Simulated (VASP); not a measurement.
## HfN: stress against strain

HfN (rock salt, Fm-3m, 11.318 Å³/atom at rest, cube axes along x, y and z) under a strain ε along a cube axis (axis z), the other axes held. PBEsol in VASP (plane waves, PAW), 600 eV, 18×18×18 Γ-centred mesh, Methfessel-Paxton smearing 0.10 eV; ions are relaxed within the symmetry of each cell. Stress is positive for a compressed cell.

Here s stands for strain and y for stress zz.

```csv
strain (%),stress zz (GPa)
-1.50,10.16
-1.00,6.54
-0.50,3.11
0.00,-0.17
0.50,-3.28
1.00,-6.18
1.50,-8.87
3.00,?
```

### Question
Using a straight line, estimate the missing y at s = 3.00 from the other rows, showing the fit.

### Answer
Means: s 0, y 0.187. About the means, the sum of products is -44.460 and the sum of squares of s is 7.0000; the slope is their ratio. Least squares gives y = 0.187 - 6.3514·s. Residuals (row less fit): 0.446, 0.002, -0.253, -0.357, -0.291, -0.016, 0.470; standard error 0.373 (degrees of freedom: 5). The slope gives the elastic constant C11 = 635 ± 14 GPa. At the withheld row, y = 0.187 - 6.3514 × 3.0 = -18.867 GPa. The calculation gives -16.19 GPa, 2.677 GPa above the prediction (10.2 % of the range of y in the table). The row lies outside the fitted rows, so this is an extrapolation. From the scatter of the fitted rows alone, a prediction at this place has a standard error of 0.582 GPa, so the miss is 4.6 times that.

One order more, fitted to all 13 runs of the series, follows each within 0.23, so the miss is the next term of a smooth law. In a metal these values are sensitive to mesh and smearing; energies are taken to zero smearing, stresses follow the free energy. For HfN: the electron count is odd and the run is not spin-polarised, which forces a metal. Rows are the converged runs of the series near zero and its far end; series whose fitted rows scatter by over a few per cent of the range, as at a crossing or softening among them, aren't shown in this form. Most that stay on the fit to the last digits aren't either.
